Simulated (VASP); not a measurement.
Calculation: optB88-vdW, VASP's PBE PAW potentials (set 64) (plane waves; VASP).

A VASP calculation is set up with these files.

**KPOINTS**
```
k-points along high-symmetry lines
10
Line-mode
Reciprocal
  0.000000   0.000000   0.000000 ! GAMMA
  0.000000   0.500000   0.000000 ! X

  0.000000   0.500000   0.000000 ! X
  0.500000   0.500000   0.000000 ! M

  0.500000   0.500000   0.000000 ! M
  0.000000   0.000000   0.000000 ! GAMMA

  0.000000   0.000000   0.000000 ! GAMMA
  0.000000   0.000000   0.500000 ! Z

  0.000000   0.000000   0.500000 ! Z
  0.000000   0.500000   0.500000 ! R

  0.000000   0.500000   0.500000 ! R
  0.500000   0.500000   0.500000 ! A

  0.500000   0.500000   0.500000 ! A
  0.000000   0.000000   0.500000 ! Z

  0.000000   0.500000   0.000000 ! X
  0.000000   0.500000   0.500000 ! R

  0.500000   0.500000   0.000000 ! M
  0.500000   0.500000   0.500000 ! A
```

**POSCAR**
```
CrO2
8.8533950
  0.5000000251   0.0000000000   0.0000000000
  0.0000000000   0.5000000251   0.0000000000
  0.0000000000   0.0000000000   0.3300272605
Cr O
2 4
Cartesian
  0.0000000000   0.0000000000   0.0000000000
  0.2500000125   0.2500000125   0.1650136303
  0.1514770045   0.1514770045   0.0000000000
  0.4014770170   0.0985230080   0.1650136303
  0.0985230080   0.4014770170   0.1650136303
  0.3485230206   0.3485230206   0.0000000000
```

INCAR:
```
SYSTEM = CrO2
PREC = Accurate
ENCUT = 520
EDIFF = 1E-7
NELM = 100
ALGO = Normal
LREAL = .FALSE.
LASPH = .TRUE.
ISMEAR = 0
SIGMA = 0.05
GGA = BO
PARAM1 = 0.1833333333
PARAM2 = 0.22
LUSE_VDW = .TRUE.
AGGAC = 0.0
LMAXMIX = 4
ISPIN = 2
MAGMOM = 2.1 2.1 -0.1 -0.1 -0.1 -0.1
LORBIT = 11
LWAVE = .FALSE.
LCHARG = .FALSE.
ICHARG = 11
```

POTCAR, in this order: Cr_pv O (PBE.64 set). Program: vasp_std. Read from the step before: CHGCAR.

Q: What will the output report for the number of irreducible k-points (NKPTS), largest plane-wave count, number of space-group operations, FFT grid (NGX, NGY, NGZ)?

A: 
```json
{
 "number of irreducible k-points (NKPTS)": "90",
 "largest_plane_wave_count": "1567",
 "number_of_space_group_operations": "16",
 "FFT grid (NGX, NGY, NGZ)": "36 × 36 × 24"
}
```

The compound is CrO2 in the rutile structure. It was relaxed first.
